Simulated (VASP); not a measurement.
Computed with r2SCAN meta-GGA, VASP's PBE PAW potentials (set 64) (plane waves; VASP).

The input files of a VASP run:

INCAR:
```
LREAL = .FALSE.
ALGO = Normal
NELM = 100
PREC = Accurate
EDIFF = 1E-6   ! SCF stop (eV)
METAGGA = R2SCAN
LCHARG = .FALSE.
LMAXMIX = 4   ! l cut-off of mixed one-centre charges
LMIXTAU = .TRUE.
ENCUT = 520
SYSTEM = TlF
EDIFFG = -0.01   ! ionic stop
LWAVE = .FALSE.
LASPH = .TRUE.
ISIF = 3
IBRION = 2
ISMEAR = 0
SIGMA = 0.05   ! width (eV)
NSW = 60   ! most ionic steps
```

File POSCAR:
```
TlF
1.0
  0.0000000000   2.8026921872   2.8026921872
  2.8026921872   0.0000000000   2.8026921872
  2.8026921872   2.8026921872   0.0000000000
Tl F
1 1
direct
  0.0000000000   0.0000000000   0.0000000000
  0.2500000000   0.2500000000   0.2500000000
```

KPOINTS:
```
Regular mesh
0
G
7 7 7
```

POTCAR, in this order: Tl_d F (PBE.64 set). Program: vasp_std.

Task: What will the output report for the number of irreducible k-points (NKPTS), number of bands (NBANDS), largest plane-wave count, number of space-group operations, FFT grid (NGX, NGY, NGZ)?

Result: 
```yaml
number of irreducible k-points (NKPTS): 20
number of bands (NBANDS): 14
largest_plane_wave_count: 1243
number_of_space_group_operations: 24
FFT grid (NGX, NGY, NGZ): 30 × 30 × 30
```

The structure was generated: TlF was put into the zinc blende type (F-43m), which need not be its known phase. This run relaxes it. Symmetry was kept, so distortions that lower it aren't found. The start is the result of an earlier pass.
